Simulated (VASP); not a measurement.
# LiTi2H2 in VASP: a series of runs

One slab, LiTi2H2, is run at these levels: PBEsol; tasks: single point.

Program: VASP 6.6.1. These are calculated values, not measurements. Logs are shortened: lines on timing, memory, paths and dates and some standing lists are left out, and cuts for length are marked.

### 1 The slab as given

The cell holds a slab with vacuum, 5 atoms: a = 2.955 Å, b = 2.955 Å, c = 18.619 Å, α = 90.00°, β = 90.00°, γ = 120.00°.

### 2 Single point, PBEsol

File INCAR:

```
PREC = Accurate ; ENCUT = 520
EDIFF = 1E-6 ; ISMEAR = -1
SIGMA = 0.1 ; LREAL = F
LASPH = T ; NELM = 100
ALGO = Fast ; ISIF = 2
LWAVE = F ; LCHARG = T
LDIPOL = T ; IDIPOL = 3
DIPOL = 0.5 0.5 0.481 ; GGA = PS
LELF = T ; LVHAR = T
LVACPOTAV = T ; NBANDS = 22
```

File KPOINTS:

```
Automatic mesh
0
Gamma
  7 7 1
```

File POSCAR:

```
LiTi2H2
1.0
    2.9552780000      0.0000000000      0.0000000000
   -1.4776390000      2.5593458232      0.0000000000
    0.0000000000      0.0000000000     18.6194615740
Ti H Li
2 2 1
Direct
    0.0000000000      0.0000000000      0.3383556487
    0.6666666667      0.3333333333      0.4679498571
    0.3333333333      0.6666666667      0.4031527529
    0.0000000000      0.0000000000      0.5327469613
    0.0000000000      0.0000000000      0.6616443513
```

Potentials or basis: VASP PAW PBE potentials, release 64 (Ti_sv, H, Li_sv).

On the command line:

```bash
> cat potpaw_PBE.64/Ti_sv/POTCAR potpaw_PBE.64/H/POTCAR potpaw_PBE.64/Li_sv/POTCAR > POTCAR
> mpirun -np 1 vasp_std > vasp.out
```

OUTCAR:

```text
PREC = Accurate
   ENCUT = 520
   EDIFF = 1E-6
   ISMEAR = -1
   LREAL = F
   LASPH = T
   NELM = 100
   ISIF = 2
   GGA = PS

 ion  position               nearest neighbor table
   1  0.000  0.000  0.338-
   2  0.667  0.333  0.468-
   3  0.333  0.667  0.403-
   4  0.000  0.000  0.533-
   5  0.000  0.000  0.662-

  LATTYP: Found a hexagonal cell.
 ALAT       =     2.9552780000
 C/A-ratio  =     6.3004094958

  Lattice vectors:

 A1 = (   2.9552780000,   0.0000000000,   0.0000000000)
 A2 = (  -1.4776390000,   2.5593458232,   0.0000000000)
 A3 = (   0.0000000000,   0.0000000000,  18.6194615740)

Analysis of symmetry for initial positions (statically):
=====================================================================
 Subroutine PRICEL returns:
 Original cell was already a primitive cell.

 Routine SETGRP: Setting up the symmetry group for a
 hexagonal supercell.

 Subroutine GETGRP returns: Found  6 space group operations
 (whereof  6 operations were pure point group operations)
 out of a pool of 24 trial point group operations.

The static configuration has the point symmetry C_3v.

Analysis of symmetry for dynamics (positions and initial velocities):
=====================================================================
 Subroutine PRICEL returns:
 Original cell was already a primitive cell.

 Routine SETGRP: Setting up the symmetry group for a
 hexagonal supercell.

 Subroutine GETGRP returns: Found  6 space group operations
 (whereof  6 operations were pure point group operations)
 out of a pool of 24 trial point group operations.

The dynamic configuration has the point symmetry C_3v.

 Subroutine INISYM returns: Found  6 space group operations
 (whereof  6 operations are pure point group operations),
 and found     1 'primitive' translations

----------------------------------------------------------------------------------------

                                     Primitive cell

  volume of cell :     140.8298

  direct lattice vectors                    reciprocal lattice vectors
     2.955278000  0.000000000  0.000000000     0.338377642  0.195362422  0.000000000
    -1.477639000  2.559345823  0.000000000     0.000000000  0.390724845  0.000000000
     0.000000000  0.000000000 18.619461574     0.000000000  0.000000000  0.053707246

  length of vectors
     2.955278000  2.955278000 18.619461574     0.390724845  0.390724845  0.053707246

  position of ions in fractional coordinates (direct lattice)
     0.000000000  0.000000000  0.338355649
     0.666666667  0.333333333  0.467949857
     0.333333333  0.666666667  0.403152753
     0.000000000  0.000000000  0.532746961
     0.000000000  0.000000000  0.661644351

  ion indices of the primitive-cell ions
   primitive index   ion index
                 1           1
                 2           2
                 3           3
                 4           4
                 5           5

----------------------------------------------------------------------------------------

 KPOINTS: Automatic mesh

Automatic generation of k-mesh.
 Grid dimensions read from file:
 generate k-points for:    7    7    1

 Generating k-lattice:

  Cartesian coordinates                     Fractional coordinates (reciprocal lattice)
     0.048339663  0.027908917  0.000000000     0.142857143  0.000000000  0.000000000
     0.000000000  0.055817835  0.000000000     0.000000000  0.142857143  0.000000000
     0.000000000  0.000000000  0.053707246     0.000000000  0.000000000  1.000000000

  Length of vectors
     0.055817835  0.055817835  0.053707246

  Shift w.r.t. Gamma in fractional coordinates (k-lattice)
     0.000000000  0.000000000  0.000000000

 Subroutine IBZKPT returns following result:
 ===========================================

 Found      8 irreducible k-points:

 Following reciprocal coordinates:
            Coordinates               Weight
  0.000000  0.000000  0.000000      1.000000
  0.142857  0.000000  0.000000      6.000000
  0.285714  0.000000  0.000000      6.000000
  0.428571  0.000000  0.000000      6.000000
  0.142857  0.142857  0.000000      6.000000
  0.285714  0.142857  0.000000     12.000000
  0.428571  0.142857  0.000000      6.000000
  0.285714  0.285714  0.000000      6.000000
   k-points           NKPTS =      8   k-points in BZ     NKDIM =      8   number of bands    NBANDS=     22
   number of dos      NEDOS =    301   number of ions     NIONS =      5
   total plane-waves  NPLWV =  80640
   dimension x,y,z NGX =    24 NGY =   24 NGZ =  140
   dimension x,y,z NGXF=    48 NGYF=   48 NGZF=  280
   ions per type =               2   2   1
   NGX,Y,Z   is equivalent  to a cutoff of  13.50, 13.50, 12.50 a.u.
   NGXF,Y,Z  is equivalent  to a cutoff of  27.00, 27.00, 25.00 a.u.
 SYSTEM =  unknown system
   PREC   = accura    normal or accurate (medium, high low for compatibility)
   ISTART =      0    job   : 0-new  1-cont  2-samecut
   ICHARG =      2    charge: 1-file 2-atom 10-const
   ISPIN  =      1    spin polarized calculation?
   LNONCOLLINEAR =      F non collinear calculations
   LSORBIT =      F    spin-orbit coupling
   LASPH  =      T    aspherical Exc in radial PAW
   ENCUT  =  520.0 eV  38.22 Ry    6.18 a.u.   5.49  5.49 34.62*2*pi/ulx,y,z
   NELM   =    100;   NELMIN=  2; NELMDL= -5     # of ELM steps
   EDIFF  = 0.1E-05   stopping-criterion for ELM
   LREAL  =      F    real-space projection
   EDIFFG = 0.1E-04   stopping-criterion for IOM
   NSW    =      0    number of steps for IOM
   IBRION =     -1    ionic relax: 0-MD 1-quasi-New 2-CG
   NFREE  =      0    steps in history (QN), initial steepest desc. (CG)
   ISIF   =      2    stress and relaxation
   ISYM   =      2    0-nonsym 1-usesym 2-fastsym
   POTIM  = 0.5000    time-step for ionic-motion
   TEBEG  =    0.0;   TEEND  =   0.0 temperature during run
   PSTRESS=    0.0 pullay stress
   NELECT =      29.0000    total number of electrons
   NUPDOWN=      -1.0000    fix difference up-down
   EMIN   =  10.00;   EMAX   =-10.00  energy-range for DOS
   EFERMI =   0.00;   METHOD = LEGACY
   ISMEAR =    -1;   SIGMA  =   0.10  broadening in eV -4-tet -1-fermi 0-gaus
   EFERMI_NEDOS =   21; number of points for ismear=-14 and -15
   IALGO  =     68    algorithm
   IMIX   =      4    mixing-type and parameters
     AMIX     =   0.40;   BMIX     =  1.00
     AMIX_MAG =   1.60;   BMIX_MAG =  1.00
  volume/ion in A,a.u.               =      28.17       190.07
  Fermi-wavevector in a.u.,A,eV,Ry     =   0.966739  1.826872 12.715798  0.934585
  Thomas-Fermi vector in A             =   2.096566
   LORBIT       =      0    0 simple, 1 ext, 2 COOP (PROOUT), +10 PAW based schemes
   GGA     = PS    functional components
   LHFCALC =     F    Hartree Fock is set to
   AEXX    =    0.0000 exact exchange contribution
   IVDW    =     0    specifies the selected vdW correction
   LEPSILON=     F    determine dielectric tensor
   LRPA    =     F    only Hartree local field effects (RPA)
 non-spin polarized calculation
 RMM-DIIS sequential band-by-band and
  energy-cutoff  :      520.00
  volume of cell :      140.83
 maximum number of plane-waves:      3837
 NGX is ok and might be reduce to    24
   NGX = 11   NGY = 11   NGZ = 69

 dipolmoment           0.000000      0.000000      0.087229 electrons x Angstroem

 number of electron      29.0000001 magnetization

 dipolmoment           0.000000      0.000000     -0.024184 electrons x Angstroem

 Free energy of the ion-electron system (eV)
  ---------------------------------------------------
  ext. energy  EPLUGINS =         0.00000000
  ---------------------------------------------------
  free energy    TOTEN  =       -24.78764165 eV

  energy without entropy =      -24.57557854  energy(sigma->0) =      -24.68161009

 E-fermi :   0.0593     XC(G=0):  -5.3834

 val. band max:        0.0555875229   @ k =   0.4286   0.1429   0.0000
 cond. band min:       0.0731633875   @ k =   0.2857   0.2857   0.0000
 fundamental gap:      0.0175758646
 Fermi energy:         0.0593414527

 k-point     1 :       0.0000    0.0000    0.0000
  band No.  band energies     occupation
      1     -56.7043      2.00000
      2     -56.6504      2.00000
      3     -46.5352      2.00000
      4     -33.2576      2.00000
      5     -32.9485      2.00000
      6     -32.7820      2.00000
[... 14 lines left out ...]
     21       1.9923      0.00000
     22       1.9923      0.00000

 k-point     2 :       0.1429    0.0000    0.0000
  band No.  band energies     occupation
      1     -56.6889      2.00000
      2     -56.6398      2.00000
      3     -46.5318      2.00000
      4     -33.2339      2.00000
      5     -32.9626      2.00000
      6     -32.8562      2.00000
[... 14 lines left out ...]
     21       1.8680      0.00000
     22       2.4536      0.00000

 k-point     3 :       0.2857    0.0000    0.0000
  band No.  band energies     occupation
      1     -56.6531      2.00000
      2     -56.6170      2.00000
      3     -46.5240      2.00000
      4     -33.1918      2.00000
      5     -33.0915      2.00000
      6     -32.9952      2.00000
[... 14 lines left out ...]
     21       2.3065      0.00000
     22       2.6900      0.00000

 k-point     4 :       0.4286    0.0000    0.0000
  band No.  band energies     occupation
      1     -56.6217      2.00000
      2     -56.6010      2.00000
      3     -46.5177      2.00000
      4     -33.2555      2.00000
      5     -33.2106      2.00000
      6     -33.0396      2.00000
[... 14 lines left out ...]
     21       3.0771      0.00000
     22       3.1720      0.00000

 k-point     5 :       0.1429    0.1429    0.0000
  band No.  band energies     occupation
      1     -56.6633      2.00000
      2     -56.6231      2.00000
      3     -46.5261      2.00000
      4     -33.1987      2.00000
      5     -33.0291      2.00000
      6     -32.9590      2.00000
[... 14 lines left out ...]
     21       2.1777      0.00000
     22       2.6015      0.00000

 k-point     6 :       0.2857    0.1429    0.0000
  band No.  band energies     occupation
      1     -56.6292      2.00000
      2     -56.6041      2.00000
      3     -46.5191      2.00000
      4     -33.1988      2.00000
      5     -33.1536      2.00000
      6     -33.0424      2.00000
[... 14 lines left out ...]
     21       2.9764      0.00000
     22       3.2116      0.00000

 k-point     7 :       0.4286    0.1429    0.0000
  band No.  band energies     occupation
      1     -56.6118      2.00000
      2     -56.5978      2.00000
      3     -46.5160      2.00000
      4     -33.2466      2.00000
      5     -33.2010      2.00000
      6     -33.0240      2.00000
[... 14 lines left out ...]
     21       3.1965      0.00000
     22       4.0790      0.00000

 k-point     8 :       0.2857    0.2857    0.0000
  band No.  band energies     occupation
      1     -56.6068      2.00000
      2     -56.5969      2.00000
      3     -46.5152      2.00000
      4     -33.1871      2.00000
      5     -33.1489      2.00000
      6     -33.0796      2.00000
[... 14 lines left out ...]
     21       3.3675      0.00000
     22       4.0057      0.00000

------------------------ aborting loop because EDIFF is reached ----------------------------------------

  FORCE on cell =-STRESS in cart. coord.  units (eV):
  Direction    XX          YY          ZZ          XY          YZ          ZX
  --------------------------------------------------------------------------------------
  -------------------------------------------------------------------------------------
  Total       -2.7416884     -2.7416884     -2.5413562      0.0000000      0.0000000     -0.0000000
  in kB      -31.1913549    -31.1913549    -28.9122366      0.0000000      0.0000000     -0.0000000
  external PRESSURE =     -30.4316488 kB  Pullay stress =       0.0000000 kB

 VOLUME and BASIS-vectors are now :
 -----------------------------------------------------------------------------
  energy-cutoff  :      520.00
  volume of cell :      140.83
      direct lattice vectors                 reciprocal lattice vectors
     2.955278000  0.000000000  0.000000000     0.338377642  0.195362422  0.000000000
    -1.477639000  2.559345823  0.000000000     0.000000000  0.390724845  0.000000000
     0.000000000  0.000000000 18.619461574     0.000000000  0.000000000  0.053707246

 POSITION                                       TOTAL-FORCE (eV/Angst)
 -----------------------------------------------------------------------------------
      0.00000      0.00000      6.30000         0.000000     -0.000000      0.204923
      1.47764      0.85312      8.71297        -0.000000      0.000000      0.587842
     -0.00000      1.70623      7.50649         0.000000     -0.000000      0.181502
      0.00000      0.00000      9.91946         0.000000     -0.000000     -0.682949
      0.00000      0.00000     12.31946         0.000000     -0.000000     -0.291318
 -----------------------------------------------------------------------------------
    total drift:                               -0.000000      0.000000      0.000281

  FREE ENERGIE OF THE ION-ELECTRON SYSTEM (eV)
  ---------------------------------------------------
  free  energy   TOTEN  =       -24.7876416462 eV

  energy  without entropy=      -24.5755785406  energy(sigma->0) =      -24.68161009

 vacuum level on the upper side and lower side of the slab         3.976         4.555
```

It took 5.5 min on 1 thread of Intel Xeon Platinum 8375C at 2.90GHz (Ice Lake), shared host; peak memory 0.29 GiB.

Results:

```
Free energy                     : -24.7876 eV
Largest force                   : 0.683 eV/Å
Band gap on the k mesh          : none (metal or under the smearing width)
Work function of the upper face : 3.92 eV
Work function of the lower face : 4.50 eV
```

Forces on the atoms (eV/Å):
```
Ti   0.000  0.000  0.205
Ti   0.000  0.000  0.588
H    0.000  0.000  0.182
H    0.000  0.000 -0.683
Li   0.000  0.000 -0.291
```

Levels at points of the mesh, in eV from the Fermi level:
```csv
k point,band 12,band 13,band 14,band 15,band 16,band 17
"(0.00, 0.00, 0.00)",-2.81,-1.52,-0.49,0.07,0.48,0.48
```

Caveat: the cutoff is under 1.25 times the usual one of these potentials, so pressure, stress and relaxed cells hold a basis-set (Pulay) error; the PAW data sets were made with another functional, which shifts forces and pressure a little.

### 3 Single point, PBEsol

File INCAR:

```
PREC = Accurate ; ENCUT = 520
EDIFF = 1E-7 ; ISMEAR = -1
SIGMA = 0.1 ; LREAL = False
LASPH = True ; NELM = 100
ALGO = Normal ; ISIF = 2
LWAVE = False ; LCHARG = True
LDIPOL = True ; IDIPOL = 3
DIPOL = 0.5 0.5 0.486 ; GGA = PS
LELF = True ; LVHAR = True
LVACPOTAV = True ; NBANDS = 22
```

KPOINTS is that of step 2.

File POSCAR:

```
LiTi2H2
1.0
    2.9552780000      0.0000000000      0.0000000000
   -1.4776390000      2.5593458232      0.0000000000
    0.0000000000      0.0000000000     18.6194615740
Ti H Li
2 2 1
Direct
    0.0000000000      0.0000000000      0.3464117356
    0.6666666667      0.3333333333      0.4760059440
    0.3333333333      0.6666666667      0.4112088398
    0.0000000000      0.0000000000      0.5408030481
    0.0000000000      0.0000000000      0.6535882644
```

Potentials or basis: VASP PAW PBE potentials, release 64 (Ti_sv, H, Li_sv).

On the command line:

```bash
> cat potpaw_PBE.64/Ti_sv/POTCAR potpaw_PBE.64/H/POTCAR potpaw_PBE.64/Li_sv/POTCAR > POTCAR
> mpirun -np 1 vasp_std > vasp.out
```

It took 92 s on 1 thread of Intel Xeon Platinum 8375C at 2.90GHz (Ice Lake), shared host; peak memory 0.27 GiB.

It converged, with:

```yaml
Free_energy: -24.8768 eV
Largest_force: 0.737 eV/Å
Band_gap_on_the_k_mesh: none (metal or under the smearing width)
Work_function_of_the_upper_face: 4.09 eV
Work_function_of_the_lower_face: 4.51 eV
```

Forces on the atoms (eV/Å):
```
Ti   0.000  0.000  0.207
Ti   0.000  0.000  0.634
H    0.000  0.000  0.178
H    0.000  0.000 -0.737
Li   0.000  0.000 -0.283
```

Levels at points of the mesh, in eV from the Fermi level:
```
           k point  band 11  band 12  band 13  band 14  band 15  band 16  band 17  band 18
(0.00, 0.00, 0.00)    -6.05    -2.84    -1.31    -0.46     0.08     0.49     0.49     0.81
```

Caveat: the cutoff is under 1.25 times the usual one of these potentials, so pressure, stress and relaxed cells hold a basis-set (Pulay) error; the PAW data sets were made with another functional, which shifts forces and pressure a little.

### 4 Single point, PBEsol

File INCAR:

```
SYSTEM = LiTi2H2
PREC     = Accurate       ! precision mode
ENCUT    = 520            ! plane-wave cutoff, eV
EDIFF    = 1E-7           ! SCF threshold, eV
ISMEAR   = -1             ! smearing method
SIGMA    = 0.1            ! smearing width, eV
LREAL    = .FALSE.        ! projectors in reciprocal space
LASPH    = .TRUE.         ! aspherical terms in the spheres
NELM     = 100            ! most SCF steps
ALGO     = Normal         ! electronic algorithm
ISIF     = 2              ! what is computed and relaxed
LWAVE    = .FALSE.        ! write WAVECAR
LCHARG   = .TRUE.         ! write CHGCAR
LDIPOL   = .TRUE.       
IDIPOL   = 3            
DIPOL    = 0.5 0.5 0.471
GGA      = PS             ! functional
LELF     = .TRUE.         ! ELF
LVHAR    = .TRUE.       
LVACPOTAV= .TRUE.       
NBANDS   = 22             ! bands
```

File KPOINTS:

```
regular mesh
0
G
  7 7 1
  0 0 0
```

File POSCAR:

```
LiTi2H2
1.0
    2.9552780000      0.0000000000      0.0000000000
   -1.4776390000      2.5593458232      0.0000000000
    0.0000000000      0.0000000000     18.6194615740
Ti H Li
2 2 1
Direct
    0.0000000000      0.0000000000      0.3222434750
    0.6666666667      0.3333333333      0.4518376833
    0.3333333333      0.6666666667      0.3870405792
    0.0000000000      0.0000000000      0.5166347875
    0.0000000000      0.0000000000      0.6777565250
```

On the command line:

```bash
> cat potpaw_PBE.64/Ti_sv/POTCAR potpaw_PBE.64/H/POTCAR potpaw_PBE.64/Li_sv/POTCAR > POTCAR
> mpirun -np 1 vasp_std > vasp.out
```

It took 94 s on 1 thread of Intel Xeon Platinum 8375C at 2.90GHz (Ice Lake), shared host; peak memory 0.27 GiB.

The run converged. Its results:

```
Free energy                     : -24.6441 eV
Largest force                   : 0.739 eV/Å
Band gap on the k mesh          : none (metal or under the smearing width)
Work function of the upper face : 3.63 eV
Work function of the lower face : 4.49 eV
```

Forces in eV/Å, atoms in the order of the input:
```
Ti   0.000  0.000  0.218
Ti   0.000  0.000  0.515
H    0.000  0.000  0.189
H    0.000  0.000 -0.739
Li   0.000  0.000 -0.183
```

Levels at points of the mesh, in eV from the Fermi level:
```csv
k point,band 10,band 11,band 12,band 13,band 14,band 15,band 16,band 17,band 18,band 19
"(0.00, 0.00, 0.00)",-8.35,-5.57,-2.70,-1.84,-0.50,0.06,0.48,0.48,0.80,0.80
```

Caveat: the cutoff is under 1.25 times the usual one of these potentials, so pressure, stress and relaxed cells hold a basis-set (Pulay) error; the PAW data sets were made with another functional, which shifts forces and pressure a little.
